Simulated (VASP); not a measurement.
# A VASP study of HfZrSi2 (PBEsol): structure first, properties next, part 2 of 6

Aim: relax HfZrSi2, then compute properties on the relaxed cell. The cell is invented: it takes the structure of a Materials Project entry for ZrTiC2 (space group 166 there), with some of its atoms replaced by other elements, volume scaled by an estimate. It may not be a known or stable phase. The atoms of the start are displaced at random from the sites of a R-3m cell.

VASP 6.6.1, plane waves and PAW; the level of theory is named at each step.

So far. Step 2 (Rough relaxation of the start cell): It ends with a largest force of 0.020 eV/Å and a pressure of -0.04 GPa.

## Step 3: Relaxing cell and atoms (PBEsol)

Level of this step: PBEsol; plane waves and PAW (Hf_pv, Zr_sv, Si); invented cell (VASP).

Properties are meant for the cell that this level of theory prefers, so cell and atoms are relaxed first (ISIF = 3) until forces and stress are small; EDIFFG sets the threshold.

INCAR

```
SYSTEM = HfZrSi2
PREC = Accurate
ENCUT = 400
EDIFF = 1E-06
NELM = 100
ISMEAR = 0
SIGMA = 0.05
LREAL = .FALSE.
ALGO = Normal
GGA = PS
NBANDS = 21
LORBIT = 11
LWAVE = .FALSE.
LCHARG = .FALSE.
KPAR = 2
IBRION = 2
NSW = 60
ISIF = 3
EDIFFG = -0.01
```

POSCAR

```
HfZrSi2
1.0
    1.9011428900      1.0976253600      5.9918712700
   -1.9011428900      1.0976253600      5.9918712700
    0.0000000000     -2.1952507200      5.9918712700
Hf Zr Si
1 1 2
Direct
    0.0000000000      0.0000000000      0.0000000000
    0.5000000000      0.5000000000      0.5000000000
    0.7491748260      0.7491748260      0.7491748260
    0.2508251740      0.2508251740      0.2508251740
```

KPOINTS

```
Automatic mesh
0
Gamma
8 8 8
0 0 0
```

PAW data sets: Hf_pv, Zr_sv and Si (PBE family, release 64).

The cell reached was symmetrised within 0.01 Å before this step, which raises the operations from 1 to 12, which the run then keeps.

Launch:

```bash
$ mpirun -np 2 vasp_std
```

Log:

```text
[banner, memory and clock lines left out]
running    2 mpi-ranks, on    1 nodes
 distrk:  each k-point on    1 cores,    2 groups
 distr:  one band on    1 cores,    1 groups

 POSCAR found type information on POSCAR HfZrSi
 POSCAR found :  3 types and       4 ions
 [... a notice as in an earlier step ...]

 LDA part: xc-table for (Slater+PW92), standard interpolation
 POSCAR, INCAR and KPOINTS ok, starting setup
 FFT: planning ... GRIDC
 FFT: planning ... GRID_SOFT
 FFT: planning ... GRID
 WAVECAR not read
 entering main loop
       N       E                     dE             d eps       ncg     rms          rms(c)
DAV:   1     0.133949983417E+03    0.13395E+03   -0.13313E+04  2762   0.109E+03
DAV:   2    -0.259125628159E+02   -0.15986E+03   -0.15403E+03  3340   0.293E+02
DAV:   3    -0.354655524730E+02   -0.95530E+01   -0.94490E+01  4781   0.506E+01
DAV:   4    -0.358157758132E+02   -0.35022E+00   -0.34944E+00  3565   0.857E+00
DAV:   5    -0.358268290832E+02   -0.11053E-01   -0.11052E-01  4076   0.130E+00    0.497E+01
DAV:   6    -0.338667626178E+02    0.19601E+01   -0.56592E+00  3204   0.118E+01    0.281E+01
DAV:   7    -0.338187638843E+02    0.47999E-01   -0.19531E+00  3984   0.627E+00    0.775E+00
DAV:   8    -0.337691001674E+02    0.49664E-01   -0.41729E-01  3434   0.294E+00    0.122E+00
DAV:   9    -0.337585397837E+02    0.10560E-01   -0.79760E-02  3720   0.155E+00    0.531E-01
DAV:  10    -0.337580456034E+02    0.49418E-03   -0.67047E-03  3274   0.446E-01    0.324E-01
DAV:  11    -0.337580611602E+02   -0.15557E-04   -0.24509E-04  3842   0.968E-02    0.166E-01
DAV:  12    -0.337580366148E+02    0.24545E-04   -0.20889E-04  3452   0.770E-02    0.305E-02
DAV:  13    -0.337580347310E+02    0.18838E-05   -0.11338E-05  3431   0.238E-02    0.604E-03
DAV:  14    -0.337580348067E+02   -0.75726E-07   -0.42834E-07  2105   0.418E-03
   1 F= -.33758035E+02 E0= -.33757479E+02  d E =-.337580E+02
 curvature:   0.00 expect dE= 0.000E+00 dE for cont linesearch  0.000E+00
 trial: gam= 0.00000 g(F)=  0.425E-04 g(S)=  0.144E-02 ort = 0.000E+00 (trialstep = 0.100E+01)
 search vector abs. value=  0.148E-02
 bond charge predicted
       N       E                     dE             d eps       ncg     rms          rms(c)
DAV:   1    -0.337640555065E+02   -0.60208E-02   -0.20642E-01  2800   0.360E+00    0.108E+00
DAV:   2    -0.337595569984E+02    0.44985E-02   -0.18185E-02  2972   0.101E+00    0.288E-01
DAV:   3    -0.337584625089E+02    0.10945E-02   -0.29346E-03  4100   0.332E-01    0.929E-02
DAV:   4    -0.337583273314E+02    0.13518E-03   -0.73598E-04  4695   0.157E-01    0.811E-02
DAV:   5    -0.337583371893E+02   -0.98579E-05   -0.68620E-05  3641   0.423E-02    0.715E-02
DAV:   6    -0.337583553612E+02   -0.18172E-04   -0.10019E-04  4660   0.474E-02    0.182E-02
DAV:   7    -0.337583555221E+02   -0.16088E-06   -0.42857E-06  3232   0.137E-02
   2 F= -.33758356E+02 E0= -.33757742E+02  d E =-.320715E-03
[... from here on, the cycles between the ionic steps are left out ...]
   3 F= -.33758505E+02 E0= -.33757916E+02  d E =-.470575E-03
   4 F= -.33758849E+02 E0= -.33758142E+02  d E =-.343319E-03
   5 F= -.33759378E+02 E0= -.33758418E+02  d E =-.872459E-03
   6 F= -.33758872E+02 E0= -.33758164E+02  d E =-.366347E-03
   7 F= -.33759507E+02 E0= -.33758580E+02  d E =-.100173E-02
   8 F= -.33759527E+02 E0= -.33758663E+02  d E =-.102157E-02
   9 F= -.33759715E+02 E0= -.33758915E+02  d E =-.187551E-03
  10 F= -.33759747E+02 E0= -.33758981E+02  d E =-.220091E-03
  11 F= -.33759839E+02 E0= -.33759074E+02  d E =-.920077E-04
  12 F= -.33759841E+02 E0= -.33759076E+02  d E =-.938623E-04
 curvature:  -0.54 expect dE=-0.313E-04 dE for cont linesearch -0.511E-07
 trial: gam= 0.30324 g(F)=  0.117E-04 g(S)=  0.460E-04 ort = 0.409E-05 (trialstep = 0.942E+00)
 search vector abs. value=  0.765E-04
 bond charge predicted
       N       E                     dE             d eps       ncg     rms          rms(c)
DAV:   1    -0.337599736649E+02   -0.13277E-03   -0.39624E-03  2790   0.489E-01    0.159E-01
DAV:   2    -0.337598900842E+02    0.83581E-04   -0.40324E-04  3233   0.149E-01    0.359E-02
DAV:   3    -0.337598698542E+02    0.20230E-04   -0.66528E-05  4088   0.476E-02    0.213E-02
DAV:   4    -0.337598665832E+02    0.32710E-05   -0.14520E-05  4594   0.235E-02    0.166E-02
DAV:   5    -0.337598663784E+02    0.20483E-06   -0.12963E-06  2533   0.569E-03
  13 F= -.33759866E+02 E0= -.33759092E+02  d E =-.254707E-04
 trial-energy change:   -0.000025  1 .order   -0.000028   -0.000055   -0.000001
 step:   0.9538(harm=  0.9538)  dis= 0.00103  next Energy=   -33.759869 (dE=-0.281E-04)
 reached required accuracy - stopping structural energy minimisation
```

The job ended after 4.4 min (2 MPI ranks of Intel Xeon 6975P-C (Granite Rapids), shared host; peak memory 0.6 GiB).

Parts of OUTCAR (step 3):

```text
  LATTYP: Found a trigonal (rhomboedric) cell.
 ALAT       =     6.3813515054
 COS(alpha) =     0.8224853583

 Subroutine GETGRP returns: Found 12 space group operations
 (whereof 12 operations were pure point group operations)

The static configuration has the point symmetry D_3d.

 Found     65 irreducible k-points:

   k-points           NKPTS =     65   k-points in BZ     NKDIM =     65   number of bands    NBANDS=     21

   dimension x,y,z NGX =    42 NGY =   42 NGZ =   42
   dimension x,y,z NGXF=    84 NGYF=   84 NGZF=   84

   ENCUT  =  400.0 eV  29.40 Ry    5.42 a.u.  10.41 10.41 10.41*2*pi/ulx,y,z

   NELECT =      30.0000    total number of electrons

 E-fermi :   7.4733

 k-point     1 :       0.0000    0.0000    0.0000
  band No.  band energies     occupation
    ...
     10       2.2255      2.00000
     11       5.2470      2.00000
     12       5.2470      2.00000
     13       7.4840      0.76147
     14       7.4840      0.76147
     15       7.6062      0.00017
     16       8.2701      0.00000
     17       8.2701      0.00000
     18       9.9099      0.00000
     19       9.9099      0.00000
    ...

 k-point     2 :       0.1250    0.0000    0.0000
  band No.  band energies     occupation
    ...
     11       5.1478      2.00000
     12       5.3751      2.00000
     13       6.8854      2.00000
     14       7.1070      2.00000
     15       7.2779      2.00000
     16       7.7013      0.00000
     17       8.2785      0.00000
     18      10.0923      0.00000
     19      10.2433      0.00000
     20      10.3000      0.00000
    ...

  Total        0.0069531      0.0069531     -0.0161657      0.0000000     -0.0000000      0.0000000
  in kB        0.1480913      0.1480913     -0.3443094      0.0000000     -0.0000000      0.0000000
  external PRESSURE =      -0.0160423 kB  Pullay stress =       0.0000000 kB

  energy-cutoff  :      400.00
  volume of cell :       75.22
      direct lattice vectors                 reciprocal lattice vectors
     1.887833907  1.089941415  6.093109260     0.264853808  0.152913418  0.054706607
    -1.887833907  1.089941415  6.093109260    -0.264853808  0.152913418  0.054706607
     0.000000000 -2.179882830  6.093109260     0.000000000 -0.305826835  0.054706607

 POSITION                                       TOTAL-FORCE (eV/Angst)
 -----------------------------------------------------------------------------------
      0.00000      0.00000      0.00000         0.000000     -0.000000      0.000000
      0.00000      0.00000      9.13966         0.000000      0.000000      0.000000
      0.00000      0.00000     13.69347        -0.000000      0.000000     -0.002217
      0.00000      0.00000      4.58586         0.000000     -0.000000      0.002217
 -----------------------------------------------------------------------------------
    total drift:                               -0.000000     -0.000000     -0.000000

  FREE ENERGIE OF THE ION-ELECTRON SYSTEM (eV)
  ---------------------------------------------------
  free  energy   TOTEN  =       -33.7598663784 eV

  energy  without entropy=      -33.7583177319  energy(sigma->0) =      -33.75909206

 total charge
# of ion       s       p       d       tot
------------------------------------------
    1        0.292   6.411   1.708   8.411
    2        2.158   5.979   1.730   9.866
    3        0.796   0.976   0.000   1.772
    4        0.796   0.976   0.000   1.772
--------------------------------------------------
tot          4.042  14.342   3.438  21.822

[... 1 part as in an earlier step ...]

[... 7 further parts left out ...]
```

CONTCAR:

```
HfZrSi2
   1.00000000000000
     1.8878339068647347    1.0899414149896876    6.0931092601493955
    -1.8878339068647347    1.0899414149896876    6.0931092601493955
     0.0000000000000000   -2.1798828299793751    6.0931092601493955
  Hf              Zr              Si
     1     1     2
Direct
     0.0000000000000000    0.0000000000000000    0.0000000000000000
     0.5000000000000000    0.5000000000000000    0.5000000000000000
     0.7491233293350902    0.7491233293350902    0.7491233293350902
     0.2508766706649100    0.2508766706649100    0.2508766706649100
```

The run keeps the 12 symmetry operations of its start, so it cannot find a distortion of lower symmetry.

Relaxation path:

```tsv
step	energy less that of the first step (eV)	largest force (eV/Å)	pressure (GPa)	volume (Å³)
1	0.0000	0.0210	0.36	75.02
2	-0.0003	0.0103	-0.38	75.48
3	-0.0005	0.0140	-0.13	75.32
4	-0.0008	0.0021	-0.09	75.29
5	-0.0013	0.0322	0.00	75.23
6	-0.0008	0.1028	0.21	75.09
7	-0.0015	0.0503	0.05	75.20
8	-0.0015	0.0628	0.08	75.17
9	-0.0017	0.0451	-0.02	75.23
10	-0.0017	0.0361	-0.07	75.26
11	-0.0018	0.0147	0.05	75.18
12	-0.0018	0.0110	0.07	75.16
13	-0.0018	0.0022	0.00	75.22
```

```tsv
conventional cell, symmetrised	before	after	change
a (Å)	3.802	3.776	-0.7 %
b (Å)	3.802	3.776	-0.7 %
c (Å)	17.976	18.279	+1.7 %
volume (Å³/atom)	18.76	18.81	+0.3 %
```

Final coordinates:

```xyz
4
Lattice="1.8878 1.0899 6.0931 -1.8878 1.0899 6.0931 0.0000 -2.1799 6.0931" Properties=species:S:1:pos:R:3 pbc="T T T"
Hf    0.0000    0.0000    0.0000
Zr    0.0000    0.0000    9.1397
Si    0.0000    0.0000   13.6935
Si    0.0000    0.0000    4.5859
```

This step gave:

```
irreducible k-points            : 65
symmetry operations             : 12
free energy (TOTEN)             : -33.76 eV
energy at zero smearing         : -33.76 eV
Fermi energy                    : 7.473 eV
pressure                        : -0.001604 GPa
SCF cycles over all ionic steps : 84
```

It ends with a largest force of 0.002 eV/Å and a pressure of 0.00 GPa.

## Step 4: Density, ELF and potential (PBEsol)

A single point on the relaxed cell gives a clean self-consistent state, with density, ELF and potential written out.

Changes to INCAR since step 3:

```diff
@@ -13,7 +13,5 @@
 LWAVE = .FALSE.
-LCHARG = .FALSE.
-KPAR = 2
-IBRION = 2
-NSW = 60
-ISIF = 3
-EDIFFG = -0.01
+LCHARG = .TRUE.
+ISIF = 2
+LELF = .TRUE.
+LVHAR = .TRUE.
```

POSCAR

```
HfZrSi2
1.0
    1.8878339069      1.0899414150      6.0931092601
   -1.8878339069      1.0899414150      6.0931092601
    0.0000000000     -2.1798828300      6.0931092601
Hf Zr Si
1 1 2
Direct
    0.0000000000      0.0000000000      0.0000000000
    0.5000000000      0.5000000000      0.5000000000
    0.7491233293      0.7491233293      0.7491233293
    0.2508766707      0.2508766707      0.2508766707
```

KPOINTS is that of step 3.

Launch:

```bash
$ mpirun -np 2 vasp_std
```

Log:

```text
[banner, memory and clock lines left out]
running    2 mpi-ranks, on    1 nodes
 distrk:  each k-point on    2 cores,    1 groups
 distr:  one band on    1 cores,    2 groups

 POSCAR found type information on POSCAR HfZrSi
 POSCAR found :  3 types and       4 ions
 [... a notice as in an earlier step ...]

 LDA part: xc-table for (Slater+PW92), standard interpolation
|                                                                             |
|           W    W    AA    RRRRR   N    N  II  N    N   GGGG   !!!           |
|           W    W   A  A   R    R  NN   N  II  NN   N  G    G  !!!           |
|           W    W  A    A  R    R  N N  N  II  N N  N  G       !!!           |
|           W WW W  AAAAAA  RRRRR   N  N N  II  N  N N  G  GGG   !            |
|           WW  WW  A    A  R   R   N   NN  II  N   NN  G    G                |
|           W    W  A    A  R    R  N    N  II  N    N   GGGG   !!!           |
|                                                                             |
|     The number of bands has been changed from the values supplied in        |
|     The orbitals not found in the WAVECAR file will be initialized with     |
|     random numbers, which is usually adequate. For correlated               |
|     calculations, however, you should redo the groundstate calculation.     |
|     I found NBANDS = 21. Now, NBANDS = 22.                                  |
|                                                                             |

 POSCAR, INCAR and KPOINTS ok, starting setup
 FFT: planning ... GRIDC
 FFT: planning ... GRID_SOFT
 FFT: planning ... GRID
 WAVECAR not read
 entering main loop
       N       E                     dE             d eps       ncg     rms          rms(c)
DAV:   1     0.134095781777E+03    0.13410E+03   -0.13104E+04  2868   0.104E+03
DAV:   2    -0.259616080263E+02   -0.16006E+03   -0.15383E+03  3446   0.283E+02
DAV:   3    -0.354691945365E+02   -0.95076E+01   -0.93836E+01  5060   0.489E+01
DAV:   4    -0.358326159872E+02   -0.36342E+00   -0.36255E+00  3724   0.840E+00
DAV:   5    -0.358426426949E+02   -0.10027E-01   -0.10026E-01  4364   0.120E+00    0.498E+01
DAV:   6    -0.338631281884E+02    0.19795E+01   -0.53443E+00  3390   0.113E+01    0.277E+01
DAV:   7    -0.338204108429E+02    0.42717E-01   -0.17576E+00  3968   0.587E+00    0.799E+00
DAV:   8    -0.337733570962E+02    0.47054E-01   -0.36220E-01  3694   0.275E+00    0.118E+00
DAV:   9    -0.337605787097E+02    0.12778E-01   -0.87765E-02  3464   0.161E+00    0.565E-01
DAV:  10    -0.337600844237E+02    0.49429E-03   -0.69584E-03  3460   0.463E-01    0.344E-01
DAV:  11    -0.337601044127E+02   -0.19989E-04   -0.27426E-04  4084   0.966E-02    0.190E-01
DAV:  12    -0.337600805725E+02    0.23840E-04   -0.20085E-04  3666   0.753E-02    0.339E-02
DAV:  13    -0.337600780399E+02    0.25327E-05   -0.11418E-05  3478   0.239E-02    0.871E-03
DAV:  14    -0.337600780399E+02    0.68212E-11   -0.53708E-07  2360   0.420E-03
   1 F= -.33760078E+02 E0= -.33759304E+02  d E =-.154866E-02
```

The job ended after 42 s (2 MPI ranks; peak memory 0.42 GiB).

Parts of OUTCAR (step 4):

```text
  LATTYP: Found a trigonal (rhomboedric) cell.
 ALAT       =     6.4713112739
 COS(alpha) =     0.8297947390

The static configuration has the point symmetry D_3d.

 Found     65 irreducible k-points:

   k-points           NKPTS =     65   k-points in BZ     NKDIM =     65   number of bands    NBANDS=     22

   ENCUT  =  400.0 eV  29.40 Ry    5.42 a.u.  10.55 10.55 10.55*2*pi/ulx,y,z

   NELECT =      30.0000    total number of electrons

 E-fermi :   7.4734

 k-point     1 :       0.0000    0.0000    0.0000
  band No.  band energies     occupation
    ...
     10       2.2256      2.00000
     11       5.2470      2.00000
     12       5.2470      2.00000
     13       7.4842      0.75957
     14       7.4842      0.75956
     15       7.6065      0.00017
     16       8.2702      0.00000
     17       8.2702      0.00000
     18       9.9100      0.00000
     19       9.9100      0.00000
    ...

 k-point     2 :       0.1250    0.0000    0.0000
  band No.  band energies     occupation
    ...
     11       5.1479      2.00000
     12       5.3752      2.00000
     13       6.8855      2.00000
     14       7.1070      2.00000
     15       7.2780      2.00000
     16       7.7014      0.00000
     17       8.2786      0.00000
     18      10.0924      0.00000
     19      10.2435      0.00000
     20      10.3002      0.00000
    ...

  Total       -0.0084752     -0.0084752     -0.0168282      0.0000000      0.0000000      0.0000000
  in kB       -0.1805105     -0.1805105     -0.3584196      0.0000000      0.0000000      0.0000000
  external PRESSURE =      -0.2398136 kB  Pullay stress =       0.0000000 kB

 POSITION                                       TOTAL-FORCE (eV/Angst)
 -----------------------------------------------------------------------------------
      0.00000      0.00000      0.00000         0.000000     -0.000000      0.000000
      0.00000      0.00000      9.13966        -0.000000     -0.000000      0.000000
      0.00000      0.00000     13.69347        -0.000000     -0.000000     -0.002651
      0.00000      0.00000      4.58586        -0.000000      0.000000      0.002651
 -----------------------------------------------------------------------------------
    total drift:                               -0.000000     -0.000000     -0.000000

  FREE ENERGIE OF THE ION-ELECTRON SYSTEM (eV)
  ---------------------------------------------------
  free  energy   TOTEN  =       -33.7600780399 eV

  energy  without entropy=      -33.7585293757  energy(sigma->0) =      -33.75930371

 total charge
# of ion       s       p       d       tot
------------------------------------------
    1        0.292   6.411   1.708   8.412
    2        2.157   5.979   1.730   9.866
    3        0.796   0.976   0.000   1.772
    4        0.796   0.976   0.000   1.772
--------------------------------------------------
tot          4.042  14.342   3.438  21.822

[... 3 parts as in an earlier step ...]

[... 7 further parts left out ...]
```

Numbers from this step:

```yaml
scf_cycles: 14
bands: 22
pressure: -0.02398 GPa
```

Valence electrons inside each PAW sphere by angular momentum. Sphere charges, by row:

```tsv
atom	s (e)	p (e)	d (e)	tot (e)
Hf1	0.292	6.411	1.708	8.412
Zr2	2.157	5.979	1.73	9.866
Si3	0.796	0.976	0	1.772
Si4	0.796	0.976	0	1.772
```

Valence density in the ac plane at fractional y = 0.000, with atoms of Hf within 0.2 Å of it. It is the smooth field of the valence electrons, not physical close to the nuclei.

Ten steps, logarithmic in the rise over the least value, from '0' (0.1 e/Å³) to '9' (3.5 e/Å³), each cell a mean:
```
999632222211111369
999853333321000136
689864344432100013
357765444444210001
234554334454421001
233443334455442101
233443223445544211
233444322344554321
123444432234444432
123445443223444432
112345544322334432
111244554432334332
110124455443345432
210012444444456653
310001234444457886
731000123333347999
973111112233335899
997321111122223699
```
Columns run along a (6.5 Å), rows up along c (6.5 Å). Atoms in or near the plane, at fractional coordinates: Hf at (0.00, 0.00).

ELF in the ac plane at fractional y = 0.000, with atoms of Hf within 0.2 Å of it. It is the smooth field of the valence electrons, not physical close to the nuclei.

Ten even steps from '0' (0.03) to '9' (0.77), each cell a mean:
```
004425776544442133
413634898753333113
355553799975322211
235543489998532232
433432279999853234
675421148999985334
689863236999998534
589998544799999754
468999975579999975
457999997546899986
535799999743478997
533589999952124787
542257999983123345
332225899996234532
122222579998445564
411222357899535534
331234335688733510
034135554456642340
```
Columns run along a (6.5 Å), rows up along c (6.5 Å). Atoms in or near the plane, at fractional coordinates: Hf at (0.00, 0.00).

Electrostatic potential energy in the ac plane at fractional y = 0.000, with atoms of Hf within 0.2 Å of it. With pseudopotentials it is smooth inside the atoms' cores, unlike the true potential.

Values in eV, 10 rows by 16 columns, each cell a mean:
```
-21 -22 -19 -11  -3   1   1   1   1   2   3   3   2  -1  -9 -17
-11 -17 -19 -16 -10  -3  -2  -3  -3  -1   1   2   3   3   2  -4
  0  -4  -9 -12 -11  -6  -2  -4  -7  -9  -6  -2   1   2   3   3
  2   1  -2  -3  -4  -3  -1   0  -3 -10 -14  -9  -3   0   2   3
  2   1  -2  -5  -5  -2   0   2   1  -1  -5  -9  -7  -3   1   2
  2   2   0  -4  -9 -11  -6  -1   1   1   0  -2  -4  -3  -1   2
  3   3   2   0  -4 -10 -13  -8  -3  -1  -3  -5  -6  -4  -1   1
  0   3   3   2   1  -1  -5  -7  -6  -3  -3  -9 -13 -14 -11  -5
-12  -4   2   3   3   2   1  -1  -2  -2  -1  -5 -12 -18 -20 -18
-21 -17  -8   0   2   3   2   2   2   2   2   1  -4 -12 -20 -22
```
Columns run along a (6.5 Å; values clipped at the 3rd and 97th percentile), rows up along c (6.5 Å). Atoms in or near the plane, at fractional coordinates: Hf at (0.00, 0.00).

In this run the pressure is -0.02 GPa, small enough to go on; single stress components reach 0.04 GPa.

(Continued in part 3 of 6.)

[Lines on the potential files, build, host, timing and source positions are cut from VASP's logs without a mark.]

[Logs are printed without paths, hosts, clocks, repeated set-up lines and the standing remarks that a program may print on its own settings, such as how far it seeks lower states.]

[Hosts, paths, dates, database ids (printed as entryN), source tags and the programs' standing remarks are cut or masked in the printed files.]

[A measured line is paired with the nearest computed mode of its activity, which favours agreement.]

[In band tables of VASP the shares of atoms and orbitals are scaled to a sum of 1 inside the atoms' spheres.]
